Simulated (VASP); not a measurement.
Input:

```xyz
6
Lattice="3.5182 0.0000 0.0000 -1.7591 3.0469 0.0000 0.0000 0.0000 13.9736" Properties=species:S:1:pos:R:3 pbc="T T T"
Mo     0.0000     2.0312     3.4934
Mo     1.7591     1.0156    10.4802
Te     0.0000     2.0312     8.6776
Te     1.7591     1.0156     1.6908
Te     0.0000     2.0312    12.2828
Te     1.7591     1.0156     5.2960
```

Computed with PBE GGA, VASP's PBE PAW potentials (set 64) (plane waves; VASP). Run with 300 eV cut-off, 6×6×2 Γ-centred mesh, Gaussian smearing of 0.27 eV, potentials Mo_sv Te.

At this cut-off the stress carries a Pulay error, which pulls relaxed volumes low.

**Question.** What does the run give for the energy per atom (σ→0), pressure, largest force?

**Answer.** 
```yaml
energy per atom (σ→0): -5997 meV/atom
pressure: 2.83 GPa
largest_force: 0.203 eV/Å
```

Total energies compare only between runs with the same potentials, cut-off and functional.

The structure comes from a measured Te2Mo entry (P6_3/mmc) of the Crystallography Open Database, whose conditions weren't checked. The cell was not relaxed at this level.
